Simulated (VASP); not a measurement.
Input of a VASP 6.6.1 run:

File INCAR:

```
SYSTEM = TiO2
PREC = Accurate ; ENCUT = 520
EDIFF = 1E-6 ; ISMEAR = 0
SIGMA = 0.01 ; LREAL = .FALSE.
LASPH = .TRUE. ; NELM = 100
ALGO = Fast ; ISIF = 2
LWAVE = .FALSE. ; LCHARG = .TRUE.
GGA = PE ; LELF = .TRUE.
LVHAR = .TRUE. ; NBANDS = 33
```

File KPOINTS:

```
regular mesh
0
G
  7 7 7
  0 0 0
```

File POSCAR:

```
TiO2
1.0
   -1.8921000000      1.8921000000      4.7573000000
    1.8921000000     -1.8921000000      4.7573000000
    1.8921000000      1.8921000000     -4.7573000000
Ti O
2 4
Direct
    0.0000000000      0.0000000000      0.0000000000
    0.7500000000      0.2500000000      0.5000000000
    0.2081000000      0.2081000000      0.0000000000
    0.9581000000      0.4581000000      0.5000000000
    0.5419000000      0.0419000000      0.5000000000
    0.7919000000      0.7919000000      0.0000000000
```

Potentials or basis: VASP PAW PBE potentials, release 64 (Ti_sv, O).

Run with:

```sh
$ cat potpaw_PBE.64/Ti_sv/POTCAR potpaw_PBE.64/O/POTCAR > POTCAR
$ mpirun -np 1 vasp_std > vasp.out
```

What does it give for the band gap on the k mesh?

2.10 eV, indirect (least direct gap 2.44 eV).

Estimate the pressure.

6.0 GPa.

Estimate the largest force.

0.124 eV/Å.

Stress tensor (GPa, compression positive):
```
5.52 0.00 0.00
0.00 5.52 0.00
0.00 0.00 6.90
```

Caveat: an odd mesh through Γ misses points on the zone boundary, where band edges often lie.
